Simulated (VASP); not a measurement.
Method: r2SCAN meta-GGA, VASP's PBE PAW potentials (set 64) (plane waves; VASP 6.6.1).

VASP ran on this input.

### KPOINTS
```
Automatic mesh
0
Gamma
19 19 1
0 0 0
```

### KPOINTS_OPT
```
k-points along high-symmetry lines
20
Line-mode
Reciprocal
  0.000000   0.000000   0.000000 ! GAMMA
  0.500000   0.000000   0.000000 ! M

  0.500000   0.000000   0.000000 ! M
  0.333333   0.333333   0.000000 ! K

  0.333333   0.333333   0.000000 ! K
  0.000000   0.000000   0.000000 ! GAMMA
```

INCAR:
```
LASPH  =  T   # aspherical one-centre terms
ENCUT  =  520   # plane-wave cut-off (eV)
LCHARG  =  F
ISIF  =  2   # forces and stress, cell fixed
ALGO  =  Normal   # blocked Davidson
PREC  =  Accurate
EDIFF  =  1E-7   # SCF stop (eV)
LORBIT  =  11   # lm-projected
NELM  =  100   # most electronic steps
LMIXTAU  =  T
SYSTEM  =  C
NEDOS  =  601
LWAVE  =  F
LREAL  =  F   # projection in real space or not
METAGGA  =  R2SCAN
ISMEAR  =  -5   # tetrahedra, Bloechl
```

File POSCAR:
```
C
13.1849570
  0.1864013724   0.0000000000   0.0000000000
 -0.0932006862   0.1614283119   0.0000000000
  0.0000000000   0.0000000000   0.9999999944
C
2
Direct
  0.6666670000   0.3333330000   0.5000148801
  0.3333330000   0.6666670000   0.4999851199
```

POTCAR, in this order: C (PBE.64 set). Program: vasp_std.

What will the output report for the number of irreducible k-points (NKPTS), number of bands (NBANDS), largest plane-wave count, number of space-group operations, FFT grid (NGX, NGY, NGZ)?

```
Quantity                                       Value
--------------------------------------  ------------
number of irreducible k-points (NKPTS)            40
number of bands (NBANDS)                           8
largest plane-wave count                        1886
number of space-group operations                  12
FFT grid (NGX, NGY, NGZ)                18 × 18 × 98
```

The cell is a sheet with vacuum, built from a generated structure.
